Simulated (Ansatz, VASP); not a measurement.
## Cross-check of TiAg2P2 between VASP and Ansatz

Wanted: the spread between two codes on one cell, functional and k mesh. The cell is taken from a series of runs on this material, whose earlier steps may have relaxed, scaled, displaced or heated it; both programs get it as it stands.

Program: Ansatz 0.2.0. Level of theory: plane waves, with VASP 6.6.1 beside it; relaxation of cell and atoms at LDA. Results are calculated unless marked as measured.

The structure was built from a prototype and need not be the compound's stable phase.

**1. Set-up**

Symmetry: P-3m1, No. 164, trigonal system. Conventional cell: a = 3.855 Å, b = 3.855 Å, c = 6.246 Å, α = 90.00°, β = 90.00°, γ = 120.00°. Nearest to Ag lie 4 P at 2.33 to 2.42 Å. Nearest to Ti lie 6 P at 2.73 Å. Nearest to P lie 4 Ag at 2.33 to 2.42 Å and 3 Ti at 2.73 Å. As first built, before any earlier steps moved the atoms (in the runner's words): all Cu replaced by Ag and Zr replaced by Ti in the P-3m1 structure of ZrCu2P2. Farther neighbours are not listed.

As a file:

```cif
data_structure
_symmetry_space_group_name_H-M 'P 1'
_symmetry_Int_Tables_number 1
_cell_length_a 3.8547
_cell_length_b 3.8547
_cell_length_c 6.2459
_cell_angle_alpha 90.000
_cell_angle_beta 90.000
_cell_angle_gamma 120.000
_cell_volume 80.37
loop_
_atom_site_label
_atom_site_type_symbol
_atom_site_fract_x
_atom_site_fract_y
_atom_site_fract_z
_atom_site_occupancy
Ag1 Ag 0.33333 0.66667 0.63889 1
Ag2 Ag 0.66667 0.33333 0.36111 1
Ti3 Ti 0.00000 0.00000 0.00000 1
P4 P 0.33333 0.66667 0.25217 1
P5 P 0.66667 0.33333 0.74783 1
```

**2. VASP: relaxation of cell and atoms, LDA**

The relaxed volume is the usual yardstick between codes: in a stiff, nearly cubic crystal its relative difference is about their pressure difference at one cell divided by the bulk modulus.

Lines of VASP's logs that name or quote its potential files are left out, and so is its time.

The input, INCAR:

```
SYSTEM = TiAg2P2
PREC = Accurate
ENCUT = 500
EDIFF = 1E-07
NELM = 120
ISMEAR = -1
SIGMA = 0.05
LREAL = .FALSE.
ALGO = Normal
GGA = CA
NBANDS = 28
LASPH = .TRUE.
LORBIT = 11
LWAVE = .FALSE.
LCHARG = .FALSE.
ISIF = 3
IBRION = 2
NSW = 80
EDIFFG = -0.005
GGA_COMPAT = .FALSE.
NELMIN = 4
KPAR = 2
```

The input, POSCAR:

```
TiAg2P2
1.0
    3.8547220000      0.0000000000      0.0000000000
   -1.9273610000      3.3382870000      0.0000000000
    0.0000000000      0.0000000000      6.2458700000
Ag Ti P
2 1 2
Direct
    0.3333333833      0.6666667665      0.6388880973
    0.6666666167      0.3333332335      0.3611119027
    0.0000000000      0.0000000000      0.0000000000
    0.3333333833      0.6666667665      0.2521735163
    0.6666666167      0.3333332335      0.7478264837
```

The input, KPOINTS:

```
Automatic mesh
0
Gamma
7 7 4
0 0 0
```

The projector-augmented-wave data sets are Ag, Ti_sv and P (LDA family, release 64).

Command:

```console
$ mpirun -np 2 vasp_std
```

Numbers of over 12 decimals in the logs are rounded to 6 here.

The program printed:

```text
[banner, memory and clock lines left out]
running    2 mpi-ranks, on    1 nodes
 distrk:  each k-point on    1 cores,    2 groups
 distr:  one band on    1 cores,    1 groups

 POSCAR found type information on POSCAR AgTiP
 POSCAR found :  3 types and       5 ions
 LDA part: xc-table for (Slater(with rela. corr.)+CA(PZ))
 , standard interpolation
 POSCAR, INCAR and KPOINTS ok, starting setup
 FFT: planning ... GRIDC
 FFT: planning ... GRID_SOFT
 FFT: planning ... GRID
 WAVECAR not read
 entering main loop
       N       E                     dE             d eps       ncg     rms          rms(c)
DAV:   1     0.361445938468E+03    0.36145E+03   -0.20844E+04  1568   0.156E+03
DAV:   2    -0.613063069636E+01   -0.36758E+03   -0.35652E+03  1580   0.404E+02
DAV:   3    -0.326184888606E+02   -0.26488E+02   -0.25842E+02  2224   0.103E+02
DAV:   4    -0.335573520029E+02   -0.93886E+00   -0.93190E+00  2128   0.177E+01
DAV:   5    -0.335866295645E+02   -0.29278E-01   -0.29254E-01  2208   0.289E+00    0.231E+01
DAV:   6    -0.312221495846E+02    0.23645E+01   -0.43188E+01  1920   0.439E+01    0.163E+01
DAV:   7    -0.302950478712E+02    0.92710E+00   -0.45113E+01  2080   0.434E+01    0.192E+01
DAV:   8    -0.293099069376E+02    0.98514E+00   -0.21054E+00  1872   0.101E+01    0.104E+01
DAV:   9    -0.286498441851E+02    0.66006E+00   -0.27901E+00  2220   0.912E+00    0.130E+00
DAV:  10    -0.286443918432E+02    0.54523E-02   -0.97029E-02  1804   0.194E+00    0.680E-01
DAV:  11    -0.286420334591E+02    0.23584E-02   -0.10265E-02  2004   0.678E-01    0.324E-01
DAV:  12    -0.286421690324E+02   -0.13557E-03   -0.90156E-04  1788   0.233E-01    0.133E-01
DAV:  13    -0.286419339666E+02    0.23507E-03   -0.11489E-03  2060   0.186E-01    0.330E-02
DAV:  14    -0.286419299943E+02    0.39723E-05   -0.39674E-05  1876   0.408E-02    0.153E-02
DAV:  15    -0.286419306356E+02   -0.64130E-06   -0.43334E-06  1884   0.163E-02    0.840E-03
DAV:  16    -0.286419301127E+02    0.52291E-06   -0.25114E-06  1940   0.119E-02    0.237E-03
DAV:  17    -0.286419301138E+02   -0.11760E-08   -0.10398E-07  1168   0.237E-03
   1 F= -.28641930E+02 E0= -.28635941E+02  d E =-.286419E+02
[... from here on, the cycles between the ionic steps are left out ...]
   2 F= -.29187532E+02 E0= -.29180442E+02  d E =-.545602E+00
  12 F= -.29599992E+02 E0= -.29593502E+02  d E =-.185979E-02
  13 F= -.29600221E+02 E0= -.29593770E+02  d E =-.208809E-02
  14 F= -.29600461E+02 E0= -.29593920E+02  d E =-.240579E-03
  15 F= -.29600560E+02 E0= -.29594050E+02  d E =-.339425E-03
  16 F= -.29600693E+02 E0= -.29594134E+02  d E =-.133236E-03
  17 F= -.29600896E+02 E0= -.29594187E+02  d E =-.335531E-03
  18 F= -.29600900E+02 E0= -.29594165E+02  d E =-.340218E-03
  19 F= -.29600902E+02 E0= -.29594142E+02  d E =-.185897E-05
 trial-energy change:   -0.000002  1 .order   -0.000002   -0.000023    0.000018
 step:   1.0099(harm=  1.0099)  dis= 0.00031  next Energy=   -29.600907 (dE=-0.630E-05)
 bond charge predicted
       N       E                     dE             d eps       ncg     rms          rms(c)
DAV:   1    -0.296009486535E+02   -0.46495E-04   -0.12062E-03  1704   0.315E-01    0.480E-02
DAV:   2    -0.296009192716E+02    0.29382E-04   -0.23864E-04  1820   0.145E-01    0.243E-02
DAV:   3    -0.296009136775E+02    0.55942E-05   -0.10778E-04  2020   0.708E-02    0.288E-02
DAV:   4    -0.296009069309E+02    0.67466E-05   -0.18841E-05  2124   0.360E-02    0.104E-02
DAV:   5    -0.296009063592E+02    0.57170E-06   -0.42681E-06  2212   0.119E-02    0.319E-03
DAV:   6    -0.296009064090E+02   -0.49806E-07   -0.46568E-07  1728   0.503E-03
  20 F= -.29600906E+02 E0= -.29594157E+02  d E =-.610310E-05
 curvature:  -0.54 expect dE=-0.249E-05 dE for cont linesearch -0.118E-07
 trial: gam= 0.40509 g(F)=  0.148E-05 g(S)=  0.312E-05 ort =-0.540E-06 (trialstep = 0.166E+01)
 search vector abs. value=  0.636E-05
 reached required accuracy - stopping structural energy minimisation
```

OUTCAR, selected parts (step 2):

```text
ion  position               nearest neighbor table
   1  0.333  0.667  0.639-   5 2.33   5 2.33   5 2.33   4 2.42   2 2.82   2 2.82   2 2.82   3 3.17
                             3 3.17   3 3.17
   2  0.667  0.333  0.361-   4 2.33   4 2.33   4 2.33   5 2.42   1 2.82   1 2.82   1 2.82   3 3.17
                             3 3.17   3 3.17
   3  0.000  0.000  0.000-   5 2.73   4 2.73   5 2.73   4 2.73   5 2.73   4 2.73   1 3.17   2 3.17
                             2 3.17   1 3.17   2 3.17   1 3.17
   4  0.333  0.667  0.252-   2 2.33   2 2.33   2 2.33   1 2.42   3 2.73   3 2.73   3 2.73
   5  0.667  0.333  0.748-   1 2.33   1 2.33   1 2.33   2 2.42   3 2.73   3 2.73   3 2.73

  LATTYP: Found a hexagonal cell.
 ALAT       =     3.8547220000
 C/A-ratio  =     1.6203165883

 Subroutine GETGRP returns: Found 12 space group operations
 (whereof 12 operations were pure point group operations)

The static configuration has the point symmetry D_3d.

 Found     28 irreducible k-points:

   k-points           NKPTS =     28   k-points in BZ     NKDIM =     28   number of bands    NBANDS=     28

   dimension x,y,z NGX =    28 NGY =   28 NGZ =   48
   dimension x,y,z NGXF=    56 NGYF=   56 NGZF=   96

   ENCUT  =  500.0 eV  36.75 Ry    6.06 a.u.   7.03  7.03 11.39*2*pi/ulx,y,z

   NELECT =      44.0000    total number of electrons

 k-points in reciprocal lattice and weights: Automatic mesh
   0.00000000  0.00000000  0.00000000       0.005
   0.14285714 -0.00000000  0.00000000       0.031
   0.28571429 -0.00000000  0.00000000       0.031
   0.42857143 -0.00000000  0.00000000       0.031
   0.14285714  0.14285714  0.00000000       0.031
   0.28571429  0.14285714  0.00000000       0.061
   0.42857143  0.14285714  0.00000000       0.031
   0.28571429  0.28571429  0.00000000       0.031
   0.00000000  0.00000000  0.25000000       0.010
[...]
0.42857143  0.14285714  0.50000000       0.031
   0.28571429  0.28571429  0.50000000       0.031

 average (electrostatic) potential at core
       1 -71.3000       2 -71.3000       3 -72.7824       4 -81.0137       5 -81.0137

 E-fermi :   8.9764

 k-point     1 :       0.0000    0.0000    0.0000
  band No.  band energies     occupation
    ...
     19       6.6035      2.00000
     20       8.6803      1.99466
     21       8.8406      1.87594
     22       8.8406      1.87594
     23       8.8985      1.65251
     24       9.6810      0.00000
     25       9.6810      0.00000
     26      10.8402      0.00000
     27      12.1704      0.00000
     28      12.1704      0.00000

 k-point     2 :       0.1429   -0.0000    0.0000
  band No.  band energies     occupation
    ...
     18       5.9396      2.00000
     19       6.6515      2.00000
     20       7.9429      2.00000
     21       8.4181      1.99997
     22       8.9104      1.57891
     23       9.3621      0.00089
     24       9.6747      0.00000
     25       9.9471      0.00000
     26      10.9133      0.00000
     27      11.5950      0.00000
    ...

 k-point     3 :       0.2857   -0.0000    0.0000
  band No.  band energies     occupation
    ...
     18       5.0578      2.00000
     19       6.5651      2.00000
     20       6.7543      2.00000
     21       7.8219      2.00000
     22       8.2958      2.00000
     23       9.3872      0.00054
     24       9.7139      0.00000
     25       9.7623      0.00000
     26      11.1262      0.00000
     27      11.9229      0.00000
    ...

  Total       -0.0099278     -0.0099278     -0.0112346      0.0000000      0.0000000     -0.0000000
  in kB       -0.1960341     -0.1960341     -0.2218378      0.0000000      0.0000000     -0.0000000
  external PRESSURE =      -0.2046353 kB  Pullay stress =       0.0000000 kB

  energy-cutoff  :      500.00
  volume of cell :       81.14
      direct lattice vectors                 reciprocal lattice vectors
     3.801196271 -0.000000000  0.000000000     0.263075077  0.151886474 -0.000000000
    -1.900598136  3.291932368  0.000000000     0.000000000  0.303772948  0.000000000
     0.000000000 -0.000000000  6.484258159    -0.000000000 -0.000000000  0.154219646

 POSITION                                       TOTAL-FORCE (eV/Angst)
 -----------------------------------------------------------------------------------
      0.00000      2.19462      4.09486         0.000000     -0.000000      0.001677
      1.90060      1.09731      2.38940        -0.000000      0.000000     -0.001677
      0.00000     -0.00000      0.00000        -0.000000      0.000000     -0.000000
      0.00000      2.19462      1.29710         0.000000     -0.000000     -0.003541
      1.90060      1.09731      5.18716        -0.000000      0.000000      0.003541
 -----------------------------------------------------------------------------------
    total drift:                                0.000000      0.000000      0.000000

  FREE ENERGIE OF THE ION-ELECTRON SYSTEM (eV)
  ---------------------------------------------------
  free  energy   TOTEN  =       -29.6009064090 eV

  energy  without entropy=      -29.5874084769  energy(sigma->0) =      -29.59415744

 reached required accuracy - stopping structural energy minimisation

 total charge
# of ion       s       p       d       tot
------------------------------------------
    1        0.436   0.446   9.159  10.041
    2        0.436   0.446   9.159  10.041
    3        2.165   6.123   1.939  10.227
    4        1.027   1.489   0.000   2.516
    5        1.027   1.489   0.000   2.516
--------------------------------------------------
tot          5.090   9.993  20.258  35.341

[... 3 further parts left out ...]
```

The k-mesh is coarse for a metal. The run keeps the 12 symmetry operations of its start, so it cannot find a distortion of lower symmetry.

[end of part 1 of 2]

[Lines on the potential files, build, host, timing and source positions are cut from VASP's logs without a mark.]

[Logs are printed without paths, hosts, clocks, repeated set-up lines and the standing remarks that a program may print on its own settings, such as how far it seeks lower states.]

[Hosts, paths, dates, database ids (printed as entryN), source tags and the programs' standing remarks are cut or masked in the printed files.]
